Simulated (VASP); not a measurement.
Here is a VASP 6.6.1 calculation.

The input INCAR:

```
PREC = Accurate
ENCUT = 600
EDIFF = 1E-6
ISMEAR = 0
SIGMA = 0.05
LREAL = False
LASPH = True
NELM = 60
ALGO = Normal
ISIF = 3
LWAVE = False
LCHARG = False
METAGGA = R2SCAN
LMIXTAU = True
IBRION = 2
NSW = 40
EDIFFG = -0.005
```

File KPOINTS:

```
Automatic mesh
0
Gamma
  7 7 7
```

POSCAR

```
BaHRh
1.0
    3.7663947300      0.0000000000      0.0000000000
    0.0000000000      3.7663947300      0.0000000000
    0.0000000000      0.0000000000      3.8438360900
Ba H Rh
1 1 1
Direct
    0.0000000000      0.0000000000      0.0000000000
    0.5000000000      0.5000000000      0.0000000000
    0.5000000000      0.5000000000      0.5000000000
```

Potentials or basis: VASP PAW PBE potentials, release 64 (Ba_sv, H, Rh_pv).

Command:

```sh
$ cat potpaw_PBE.64/Ba_sv/POTCAR potpaw_PBE.64/H/POTCAR potpaw_PBE.64/Rh_pv/POTCAR > POTCAR
$ mpirun -np 1 vasp_std > vasp.out
```

(1) Estimate the band gap on the k mesh.

(2) What does it give for the relaxed cell?

(3) Estimate the space group after relaxing (to 0.05 Å).

## Answers

(1) 0.54 eV, indirect (least direct gap 0.83 eV).

(2) a = 4.068 Å, b = 4.068 Å, c = 3.516 Å, α = 90.00°, β = 90.00°, γ = 90.00°.

(3) P4/mmm (No. 123).

Caveat: spin-orbit coupling is left out, which moves the levels of the heavy elements; an odd mesh through Γ misses points on the zone boundary, where band edges often lie.
